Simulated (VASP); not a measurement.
# Mg(0001) over its thickness, part 2 of 3

How many layers does a slab of Mg(0001) need before surface energy, work function and relaxation settle?

VASP 6.6.1; PBE; plane waves and PAW (Mg).

So far. Step 10 (Surface relaxation, layers 7): The run ended after 10 ionic steps, 0.005 eV below its first step, once the forces on the free atoms met EDIFFG = -0.01. Step 11 (The vacuum level, layers 7): The vacuum level lies 3.68 eV above the Fermi level at the upper face; both faces agree, as the slab has next to no dipole.

### Step 12. Surface relaxation, layers 8

System of this step: Mg(0001). The cell holds 8 atoms: 8 Mg. Its edges and angles: a = 3.186 Å, b = 3.186 Å, c = 33.203 Å, α = 90.0°, β = 90.0°, γ = 60.0°. It derives from Mg. 8 layers of hcp Mg, cut at this functional's lattice. Vacuum lies along c.

INCAR reads:

```
SYSTEM = Mg
PREC = Normal
ENCUT = 320
EDIFF = 1E-06
NELM = 120
ISMEAR = 1
SIGMA = 0.15
LREAL = .FALSE.
ALGO = Fast
GGA = PE
NBANDS = 16
LORBIT = 11
LWAVE = .FALSE.
LCHARG = .FALSE.
KPAR = 4
IBRION = 2
NSW = 50
ISIF = 2
EDIFFG = -0.01
POTIM = 0.4
MAXMIX = 40
```

POSCAR reads:

```
Mg
1.0
    3.1860766385      0.0000000000      0.0000000000
    1.5930383192      2.7592233073      0.0000000000
    0.0000000000      0.0000000000     33.2026618375
Mg
8
Direct
    0.6666666700      0.6666666700      0.2258855000
    0.0000000000      0.0000000000      0.3042039300
    0.6666666700      0.6666666700      0.3825223600
    0.0000000000      0.0000000000      0.4608407900
    0.6666666700      0.6666666700      0.5391592100
    0.0000000000      0.0000000000      0.6174776400
    0.6666666700      0.6666666700      0.6957960700
    0.0000000000      0.0000000000      0.7741145000
```

KPOINTS reads:

```
Automatic mesh
0
Gamma
12 12 1
0 0 0
```

PAW data sets: Mg (PBE family, release 64).

On the command line:

```bash
mpirun -np 4 vasp_std
```

Elapsed: 1.8 min, on 4 MPI ranks of AMD EPYC 7571, shared host; peak memory 0.69 GiB; 7.2 min of CPU time.

The run ended after 13 ionic steps, 0.008 eV below its first step, once the forces on the free atoms met EDIFFG = -0.01.

### Step 13. The vacuum level, layers 8

INCAR, as its differences from that of step 12:

```diff
@@ -15,7 +15,6 @@
 KPAR = 4
-IBRION = 2
-NSW = 50
-ISIF = 2
-EDIFFG = -0.01
-POTIM = 0.4
-MAXMIX = 40
+IDIPOL = 3
+LDIPOL = .TRUE.
+DIPOL = 0.5 0.5 0.5
+LVHAR = .TRUE.
+LVACPOTAV = .TRUE.
```

POSCAR reads:

```
Mg
1.0
    3.1860766385      0.0000000000      0.0000000000
    1.5930383192      2.7592233073      0.0000000000
    0.0000000000      0.0000000000     33.2026618375
Mg
8
Direct
    0.6666666700      0.6666666700      0.2286236132
    0.0000000000      0.0000000000      0.3074802263
    0.6666666700      0.6666666700      0.3845622599
    0.0000000000      0.0000000000      0.4615910458
    0.6666666700      0.6666666700      0.5384089542
    0.0000000000      0.0000000000      0.6154377401
    0.6666666700      0.6666666700      0.6925197737
    0.0000000000      0.0000000000      0.7713763868
```

KPOINTS is that of step 12.

On the command line:

```bash
mpirun -np 4 vasp_std
```

The job ended after 28 s (4 MPI ranks; peak memory 0.63 GiB).

The planar average of the electrostatic potential oscillates, so the rows of the table below give means over windows of 2.55 Å about each position, cut where the curve ends. Its maxima inside the range that stand out by 2 % of the span (Å: eV): 8.9: 0.952, 11.5: 0.838, 14.1: 0.8, 16.6: 0.774, 19.1: 0.8, 21.7: 0.838, 24.3: 0.952. Its minima: 7.5: -6.44, 10.2: -6.42, 12.7: -6.42, 15.3: -6.46, 17.9: -6.46, 20.5: -6.42, 23.0: -6.42, 25.7: -6.44.

Zero at the Fermi level. Planar average of the electrostatic potential against height; means over each step:

```tsv
height (Å)	planar average of the electrostatic potential (eV)
1.27	3.65
3.82	3.62
6.38	-0.113
8.92	-2.50
11.47	-2.69
14.03	-2.73
16.57	-2.77
19.12	-2.73
21.67	-2.69
24.22	-2.50
26.77	-0.316
29.32	3.62
31.87	3.65
```

The vacuum level lies 3.65 eV above the Fermi level at the upper face; both faces agree, as the slab has next to no dipole.

The program found no field-free point at its default tolerance, but its printed level agrees with the flat part of the planar average.

### Step 14. Surface relaxation, layers 9

System of this step: Mg(0001). The cell holds 9 atoms: 9 Mg. Its edges and angles: a = 3.186 Å, b = 3.186 Å, c = 35.803 Å, α = 90.0°, β = 90.0°, γ = 60.0°. It derives from Mg. 9 layers of hcp Mg, cut at this functional's lattice. Vacuum lies along c.

INCAR reads:

```
SYSTEM = Mg
PREC = Normal
ENCUT = 320
EDIFF = 1E-06
NELM = 120
ISMEAR = 1
SIGMA = 0.15
LREAL = .FALSE.
ALGO = Fast
GGA = PE
NBANDS = 18
LORBIT = 11
LWAVE = .FALSE.
LCHARG = .FALSE.
KPAR = 4
IBRION = 2
NSW = 50
ISIF = 2
EDIFFG = -0.01
POTIM = 0.4
MAXMIX = 40
```

POSCAR reads:

```
Mg
1.0
    3.1860766385      0.0000000000      0.0000000000
    1.5930383192      2.7592233073      0.0000000000
    0.0000000000      0.0000000000     35.8030421000
Mg
9
Direct
    0.0000000000      0.0000000000      0.2094794100
    0.6666666700      0.6666666700      0.2821095500
    0.0000000000      0.0000000000      0.3547397000
    0.6666666700      0.6666666700      0.4273698500
    0.0000000000      0.0000000000      0.5000000000
    0.6666666700      0.6666666700      0.5726301500
    0.0000000000      0.0000000000      0.6452603000
    0.6666666700      0.6666666700      0.7178904500
    0.0000000000      0.0000000000      0.7905205900
```

KPOINTS is that of step 13.

On the command line:

```bash
mpirun -np 4 vasp_std
```

Elapsed: 2.6 min, on 4 MPI ranks; peak memory 0.74 GiB.

The run ended after 15 ionic steps, 0.007 eV below its first step, once the forces on the free atoms met EDIFFG = -0.01.

### Step 15. The vacuum level, layers 9

INCAR, as its differences from that of step 14:

```diff
@@ -15,7 +15,6 @@
 KPAR = 4
-IBRION = 2
-NSW = 50
-ISIF = 2
-EDIFFG = -0.01
-POTIM = 0.4
-MAXMIX = 40
+IDIPOL = 3
+LDIPOL = .TRUE.
+DIPOL = 0.5 0.5 0.5
+LVHAR = .TRUE.
+LVACPOTAV = .TRUE.
```

POSCAR reads:

```
Mg
1.0
    3.1860766385      0.0000000000      0.0000000000
    1.5930383192      2.7592233073      0.0000000000
    0.0000000000      0.0000000000     35.8030421000
Mg
9
Direct
    0.0000000000      0.0000000000      0.2125837162
    0.6666666700      0.6666666700      0.2854368403
    0.0000000000      0.0000000000      0.3572380580
    0.6666666700      0.6666666700      0.4286341159
    0.0000000000      0.0000000000      0.5000000000
    0.6666666700      0.6666666700      0.5713658841
    0.0000000000      0.0000000000      0.6427619420
    0.6666666700      0.6666666700      0.7145631597
    0.0000000000      0.0000000000      0.7874162838
```

KPOINTS is that of step 14.

On the command line:

```bash
mpirun -np 4 vasp_std
```

Run time: 35 s. Hardware: 4 MPI ranks; peak memory 0.68 GiB.

The vacuum level lies 3.67 eV above the Fermi level at the upper face; both faces agree, as the slab has next to no dipole.

The program found no field-free point at its default tolerance, but its printed level agrees with the flat part of the planar average.

### Step 16. Surface relaxation, layers 10

System of this step: Mg(0001). The cell holds 10 atoms: 10 Mg. Cell: a = 3.186 Å, b = 3.186 Å, c = 38.403 Å, α = 90.0°, β = 90.0°, γ = 60.0°. It derives from Mg. 10 layers of hcp Mg, cut at this functional's lattice. Vacuum lies along c.

INCAR reads:

```
SYSTEM = Mg
PREC = Normal
ENCUT = 320
EDIFF = 1E-06
NELM = 120
ISMEAR = 1
SIGMA = 0.15
LREAL = .FALSE.
ALGO = Fast
GGA = PE
NBANDS = 20
LORBIT = 11
LWAVE = .FALSE.
LCHARG = .FALSE.
KPAR = 4
IBRION = 2
NSW = 50
ISIF = 2
EDIFFG = -0.01
POTIM = 0.4
MAXMIX = 40
```

POSCAR reads:

```
Mg
1.0
    3.1860766385      0.0000000000      0.0000000000
    1.5930383192      2.7592233073      0.0000000000
    0.0000000000      0.0000000000     38.4034223625
Mg
10
Direct
    0.6666666700      0.6666666700      0.1952950900
    0.0000000000      0.0000000000      0.2630073000
    0.6666666700      0.6666666700      0.3307195000
    0.0000000000      0.0000000000      0.3984317000
    0.6666666700      0.6666666700      0.4661439000
    0.0000000000      0.0000000000      0.5338561000
    0.6666666700      0.6666666700      0.6015683000
    0.0000000000      0.0000000000      0.6692805000
    0.6666666700      0.6666666700      0.7369927000
    0.0000000000      0.0000000000      0.8047049100
```

KPOINTS is that of step 15.

On the command line:

```bash
mpirun -np 4 vasp_std
```

The job ended after 3.7 min (4 MPI ranks; peak memory 0.77 GiB; 15 min of CPU time).

The run ended after 18 ionic steps, 0.004 eV below its first step, once the forces on the free atoms met EDIFFG = -0.01.

### Step 17. The vacuum level, layers 10

INCAR, as its differences from that of step 16:

```diff
@@ -15,7 +15,6 @@
 KPAR = 4
-IBRION = 2
-NSW = 50
-ISIF = 2
-EDIFFG = -0.01
-POTIM = 0.4
-MAXMIX = 40
+IDIPOL = 3
+LDIPOL = .TRUE.
+DIPOL = 0.5 0.5 0.5
+LVHAR = .TRUE.
+LVACPOTAV = .TRUE.
```

POSCAR reads:

```
Mg
1.0
    3.1860766385      0.0000000000      0.0000000000
    1.5930383192      2.7592233073      0.0000000000
    0.0000000000      0.0000000000     38.4034223625
Mg
10
Direct
    0.6666666700      0.6666666700      0.1964272923
    0.0000000000      0.0000000000      0.2650726396
    0.6666666700      0.6666666700      0.3323298642
    0.0000000000      0.0000000000      0.3995413732
    0.6666666700      0.6666666700      0.4664636429
    0.0000000000      0.0000000000      0.5335363571
    0.6666666700      0.6666666700      0.6004586268
    0.0000000000      0.0000000000      0.6676701358
    0.6666666700      0.6666666700      0.7349273604
    0.0000000000      0.0000000000      0.8035727077
```

KPOINTS is that of step 16.

On the command line:

```bash
mpirun -np 4 vasp_std
```

The job ended after 42 s (4 MPI ranks; peak memory 0.71 GiB; 2.6 min of CPU time).

The planar average of the electrostatic potential oscillates, so the rows of the table below give means over windows of 2.57 Å about each position, cut where the curve ends. Its maxima inside the range that stand out by 2 % of the span (Å: eV): 8.9: 1.01, 11.4: 0.909, 14.1: 0.904, 16.6: 0.844, 19.2: 0.875, 21.8: 0.844, 24.3: 0.904, 27.0: 0.909, 29.5: 1.01. Its minima: 7.5: -6.46, 10.2: -6.40, 12.8: -6.41, 15.3: -6.45, 17.9: -6.45, 20.5: -6.45, 23.1: -6.45, 25.6: -6.41, 28.2: -6.40, 30.9: -6.46.

Zero at the Fermi level. Planar average of the electrostatic potential against height; means over each step:

```tsv
height (Å)	planar average of the electrostatic potential (eV)
1.28	3.69
3.85	3.66
6.42	-0.460
8.99	-2.46
11.56	-2.62
14.13	-2.65
16.70	-2.69
19.27	-2.69
21.84	-2.69
24.41	-2.65
26.98	-2.62
29.55	-2.46
32.12	0.100
34.69	3.67
37.26	3.69
```

The vacuum level lies 3.69 eV above the Fermi level at the upper face; both faces agree, as the slab has next to no dipole.

The program found no field-free point at its default tolerance, but its printed level agrees with the flat part of the planar average.

### Step 18. Surface relaxation, layers 11

System of this step: Mg(0001). The cell holds 11 atoms: 11 Mg. Its edges and angles: a = 3.186 Å, b = 3.186 Å, c = 41.004 Å, α = 90.0°, β = 90.0°, γ = 60.0°. It derives from Mg. 11 layers of hcp Mg, cut at this functional's lattice. Vacuum lies along c.

INCAR reads:

```
SYSTEM = Mg
PREC = Normal
ENCUT = 320
EDIFF = 1E-06
NELM = 120
ISMEAR = 1
SIGMA = 0.15
LREAL = .FALSE.
ALGO = Fast
GGA = PE
NBANDS = 22
LORBIT = 11
LWAVE = .FALSE.
LCHARG = .FALSE.
KPAR = 4
IBRION = 2
NSW = 50
ISIF = 2
EDIFFG = -0.01
POTIM = 0.4
MAXMIX = 40
```

POSCAR reads:

```
Mg
1.0
    3.1860766385      0.0000000000      0.0000000000
    1.5930383192      2.7592233073      0.0000000000
    0.0000000000      0.0000000000     41.0038026250
Mg
11
Direct
    0.0000000000      0.0000000000      0.1829098600
    0.6666666700      0.6666666700      0.2463278900
    0.0000000000      0.0000000000      0.3097459200
    0.6666666700      0.6666666700      0.3731639500
    0.0000000000      0.0000000000      0.4365819700
    0.6666666700      0.6666666700      0.5000000000
    0.0000000000      0.0000000000      0.5634180300
    0.6666666700      0.6666666700      0.6268360500
    0.0000000000      0.0000000000      0.6902540800
    0.6666666700      0.6666666700      0.7536721100
    0.0000000000      0.0000000000      0.8170901400
```

KPOINTS is that of step 17.

On the command line:

```bash
mpirun -np 4 vasp_std
```

Elapsed: 4.9 min, on 4 MPI ranks; peak memory 0.83 GiB; 19 min of CPU time.

The run ended after 18 ionic steps, 0.005 eV below its first step, once the forces on the free atoms met EDIFFG = -0.01.

### Step 19. The vacuum level, layers 11

INCAR, as its differences from that of step 18:

```diff
@@ -15,7 +15,6 @@
 KPAR = 4
-IBRION = 2
-NSW = 50
-ISIF = 2
-EDIFFG = -0.01
-POTIM = 0.4
-MAXMIX = 40
+IDIPOL = 3
+LDIPOL = .TRUE.
+DIPOL = 0.5 0.5 0.5
+LVHAR = .TRUE.
+LVACPOTAV = .TRUE.
```

POSCAR reads:

```
Mg
1.0
    3.1860766385      0.0000000000      0.0000000000
    1.5930383192      2.7592233073      0.0000000000
    0.0000000000      0.0000000000     41.0038026250
Mg
11
Direct
    0.0000000000      0.0000000000      0.1844029457
    0.6666666700      0.6666666700      0.2486260619
    0.0000000000      0.0000000000      0.3117743649
    0.6666666700      0.6666666700      0.3745391908
    0.0000000000      0.0000000000      0.4373091966
    0.6666666700      0.6666666700      0.5000000000
    0.0000000000      0.0000000000      0.5626908034
    0.6666666700      0.6666666700      0.6254608092
    0.0000000000      0.0000000000      0.6882256351
    0.6666666700      0.6666666700      0.7513739381
    0.0000000000      0.0000000000      0.8155970543
```

KPOINTS is that of step 18.

On the command line:

```bash
mpirun -np 4 vasp_std
```

Run time: 50 s. Hardware: 4 MPI ranks; peak memory 0.74 GiB.

The planar average of the electrostatic potential oscillates, so the rows of the table below give means over windows of 2.62 Å about each position, cut where the curve ends. Its maxima inside the range that stand out by 2 % of the span (Å: eV): 8.9: 1.03, 11.5: 0.945, 14.1: 0.880, 16.6: 0.894, 19.2: 0.887, 21.8: 0.887, 24.4: 0.894, 26.9: 0.880, 29.5: 0.945, 32.1: 1.03. Its minima: 7.5: -6.42, 10.3: -6.36, 12.8: -6.39, 15.4: -6.44, 17.9: -6.42, 20.5: -6.41, 23.1: -6.42, 25.6: -6.44, 28.2: -6.39, 30.8: -6.36, 33.5: -6.42.

Zero at the Fermi level. The planar average of the electrostatic potential by height; means over each step:

height (Å), planar average of the electrostatic potential (eV) and a bar from the least value:
```
     1.31       3.71 ##############################
     3.93       3.67 ##############################
     6.55      -0.83 #########
     9.17      -2.53 #
    11.79      -2.65 
    14.41      -2.71 
    17.03      -2.71 
    19.65      -2.70 
    22.27      -2.70 
    24.89      -2.69 
    27.51      -2.66 
    30.13      -2.62 
    32.75      -2.57 #
    35.37       2.35 ########################
    37.99       3.70 ##############################
    40.61       3.71 ##############################
```

The vacuum level lies 3.71 eV above the Fermi level at the upper face; both faces agree, as the slab has next to no dipole.

The program found no field-free point at its default tolerance, but its printed level agrees with the flat part of the planar average.

### Step 20. Surface relaxation, layers 12

System of this step: Mg(0001). The cell holds 12 atoms: 12 Mg. Its edges and angles: a = 3.186 Å, b = 3.186 Å, c = 43.604 Å, α = 90.0°, β = 90.0°, γ = 60.0°. It derives from Mg. 12 layers of hcp Mg, cut at this functional's lattice. Vacuum lies along c.

INCAR reads:

```
SYSTEM = Mg
PREC = Normal
ENCUT = 320
EDIFF = 1E-06
NELM = 120
ISMEAR = 1
SIGMA = 0.15
LREAL = .FALSE.
ALGO = Fast
GGA = PE
NBANDS = 24
LORBIT = 11
LWAVE = .FALSE.
LCHARG = .FALSE.
KPAR = 4
IBRION = 2
NSW = 50
ISIF = 2
EDIFFG = -0.01
POTIM = 0.4
MAXMIX = 40
```

POSCAR reads:

```
Mg
1.0
    3.1860766385      0.0000000000      0.0000000000
    1.5930383192      2.7592233073      0.0000000000
    0.0000000000      0.0000000000     43.6041828875
Mg
12
Direct
    0.6666666700      0.6666666700      0.1720018500
    0.0000000000      0.0000000000      0.2316378700
    0.6666666700      0.6666666700      0.2912739000
    0.0000000000      0.0000000000      0.3509099300
    0.6666666700      0.6666666700      0.4105459600
    0.0000000000      0.0000000000      0.4701819900
    0.6666666700      0.6666666700      0.5298180100
    0.0000000000      0.0000000000      0.5894540400
    0.6666666700      0.6666666700      0.6490900700
    0.0000000000      0.0000000000      0.7087261000
    0.6666666700      0.6666666700      0.7683621300
    0.0000000000      0.0000000000      0.8279981500
```

KPOINTS is that of step 19.

On the command line:

```bash
mpirun -np 4 vasp_std
```

Run time: 6.2 min. Hardware: 4 MPI ranks; peak memory 0.87 GiB.

The run ended after 20 ionic steps, 0.005 eV below its first step, once the forces on the free atoms met EDIFFG = -0.01.

(Continued in part 3 of 3.)

[Lines on the potential files, build, host, timing and source positions are cut from VASP's logs without a mark.]

[Logs are printed without paths, hosts, clocks, repeated set-up lines and the standing remarks that a program may print on its own settings, such as how far it seeks lower states.]

[Hosts, paths, dates, database ids (printed as entryN), source tags and the programs' standing remarks are cut or masked in the printed files.]

[Runs that stopped without an error message from VASP are left out.]
